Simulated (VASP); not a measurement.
Input:

```
NiSb
1.0
    1.95748    -3.39045     0.00000
    1.95748     3.39045     0.00000
    0.00000     0.00000     5.07547
Ni Sb
2 2
Direct
  0.00000   0.00000   0.50000
  0.00000   0.00000   0.00000
  0.33333   0.66667   0.25000
  0.66667   0.33333   0.75000
```

These are PBEsol GGA, VASP's PBE PAW potentials (set 64) (plane waves; VASP 6.6.1) values and carry that method's errors. Run with 530 eV cut-off, 8×8×6 Γ-centred mesh, first-order Methfessel-Paxton smearing of 0.10 eV, potentials Ni Sb.

Finite-difference elastic constants of metals are sensitive to mesh and smearing; shear constants can be off by tens of GPa.

Task: Give the elastic stiffness tensor with the ions relaxed (GPa, in the frame of the cell).

Result: 
```tsv
	xx	yy	zz	yz	xz	xy
xx	197	109	80.4	0.0	0.0	0.0
yy	109	197	80.4	0.0	0.0	0.0
zz	80.4	80.4	214	0.0	0.0	0.0
yz	0.0	0.0	0.0	71.8	0.0	0.0
xz	0.0	0.0	0.0	0.0	71.8	0.0
xy	0.0	0.0	0.0	0.0	0.0	44.4
```

Task: Predict the Hill bulk modulus, Hill shear modulus, Young's modulus, Poisson's ratio.

Result: 
```json
{
 "hill_bulk_modulus": "128 GPa",
 "hill_shear_modulus": "58.7 GPa",
 "Young's modulus": "153 GPa",
 "Poisson's ratio": "0.300"
}
```

The compound is NiSb in the NiAs type structure. It was relaxed first. The run is not spin-polarised, so no magnetic state was tried.
